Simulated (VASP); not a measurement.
All values below come from revTPSS meta-GGA, VASP's PBE PAW potentials (set 64) (plane waves; VASP).

Input for VASP

**KPOINTS**
```
Automatic mesh
0
Gamma
15 15 15
0 0 0
```

POSCAR:
```
Ag
1
    0.0000000000     2.0064860017     2.0064860017
    2.0064860017     0.0000000000     2.0064860017
    2.0064860017     2.0064860017     0.0000000000
Ag
1
Direct
  0.0000000000   0.0000000000   0.0000000000
```

### INCAR
```
LMIXTAU=.TRUE.
PREC=Accurate
LMAXMIX=4   # l cut-off of mixed one-centre charges
ISIF=2   # forces and stress, cell fixed
LCHARG=.FALSE.
METAGGA=RTPSS
LWAVE=.FALSE.
ALGO=Normal   # blocked Davidson
SYSTEM=Ag
EDIFF=1E-7
SIGMA=0.1   # width (eV)
ENCUT=520   # plane-wave cut-off (eV)
LASPH=.TRUE.   # aspherical one-centre terms
LREAL=.FALSE.   # projection in real space or not
ISMEAR=1   # Methfessel-Paxton
NELM=100   # most electronic steps
```

POTCAR, in this order: Ag (PBE.64 set). Program: vasp_std.

Output of the run:

OSZICAR:
```
       N       E                     dE             d eps       ncg     rms          rms(c)
DAV:   1     0.680009060499E+02    0.68001E+02   -0.64157E+03  2200   0.126E+03
DAV:   2     0.113380215064E+02   -0.56663E+02   -0.54477E+02  2277   0.265E+02
DAV:   3     0.106680247578E+02   -0.67000E+00   -0.66967E+00  2787   0.374E+01
DAV:   4     0.106638819601E+02   -0.41428E-02   -0.41425E-02  2940   0.266E+00
DAV:   5     0.106638183378E+02   -0.63622E-04   -0.63622E-04  2882   0.256E-01    0.734E+00
DAV:   6     0.130759826446E+02    0.24122E+01   -0.10798E+01  2160   0.577E+01    0.375E+00
DAV:   7     0.135335076904E+02    0.45753E+00   -0.82698E-01  2308   0.101E+01    0.290E+00
DAV:   8     0.129561566723E+02   -0.57735E+00   -0.67662E-01  2200   0.956E+00    0.115E+00
DAV:   9     0.129227879348E+02   -0.33369E-01   -0.42190E-02  2268   0.220E+00    0.246E-01
DAV:  10     0.129217483328E+02   -0.10396E-02   -0.29839E-03  2252   0.553E-01    0.140E-01
DAV:  11     0.129214493638E+02   -0.29897E-03   -0.15789E-03  2242   0.482E-01    0.402E-02
DAV:  12     0.129214274476E+02   -0.21916E-04   -0.90621E-05  2188   0.139E-01    0.402E-02
DAV:  13     0.129213298007E+02   -0.97647E-04   -0.15389E-04  2241   0.143E-01    0.274E-03
DAV:  14     0.129213289751E+02   -0.82561E-06   -0.18708E-06  2371   0.150E-02    0.236E-03
DAV:  15     0.129213289832E+02    0.81254E-08   -0.63055E-08  2027   0.307E-03
   1 F= 0.12921329E+02 E0= 0.12921429E+02  d E =-.300334E-03
```

### OUTCAR
```
------------------------ aborting loop because EDIFF is reached ----------------------------------------
  FORCE on cell =-STRESS in cart. coord.  units (eV):
  Direction    XX          YY          ZZ          XY          YZ          ZX
  --------------------------------------------------------------------------------------
  Total        0.4009534      0.4009534      0.4009534     -0.0000000     -0.0000000      0.0000000
  in kB       39.7618043     39.7618043     39.7618043     -0.0000000     -0.0000000      0.0000000
  external PRESSURE =      39.7618043 kB  Pullay stress =       0.0000000 kB
  volume of cell :       16.16
      direct lattice vectors                 reciprocal lattice vectors
     0.000000000  2.006486002  2.006486002    -0.249191871  0.249191871  0.249191871
     2.006486002  0.000000000  2.006486002     0.249191871 -0.249191871  0.249191871
     2.006486002  2.006486002  0.000000000     0.249191871  0.249191871 -0.249191871
 POSITION                                       TOTAL-FORCE (eV/Angst)
 -----------------------------------------------------------------------------------
      0.00000      0.00000      0.00000         0.000000     -0.000000      0.000000
 -----------------------------------------------------------------------------------
    total drift:                               -0.000000     -0.000000      0.000000
  FREE ENERGIE OF THE ION-ELECTRON SYSTEM (eV)
  ---------------------------------------------------
  free  energy   TOTEN  =        12.9213289832 eV

  energy  without entropy=       12.9216293176  energy(sigma->0) =       12.92142909
```
(Selected blocks of OUTCAR.)

The compound is Ag in the fcc structure. This cell is one point of a volume scan, at 0.97 of the reference volume.
